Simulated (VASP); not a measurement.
Data:

```
Ni
1.0
    0.00000     1.73813     1.73813
    1.72075     0.00000     1.73813
    1.72075     1.73813     0.00000
Ni
1
Direct
  0.00000   0.00000   0.00000
```
Starting moments (μB, in the order of the record's atoms Ni): 0.8.

Method: r2SCAN meta-GGA, VASP's PBE PAW potentials (set 64) (plane waves; VASP 6.6.1). Settings: 480 eV cut-off, 16×16×16 Γ-centred mesh, first-order Methfessel-Paxton smearing of 0.10 eV, potentials Ni.

**Question.** What does the run give for the cell moment, energy per atom (σ→0), pressure, band gap (on the k-mesh) with the smallest direct gap where there is one?

**Answer.** 
| Item | Result |
|---|---|
| band gap (on the k-mesh) | none (metal, semimetal or under 0.01 eV) |
| cell moment | 0.75 μB |
| energy per atom (σ→0) | -11.942 eV/atom |
| pressure | 3.19 GPa |

**Question.** Give the moment on each site (PAW-sphere projection).

**Answer.** 
```tsv
site	moment (μB)
Ni1	0.76
```

The compound is Ni in the fcc structure. This cell was strained or had an atom moved on purpose.
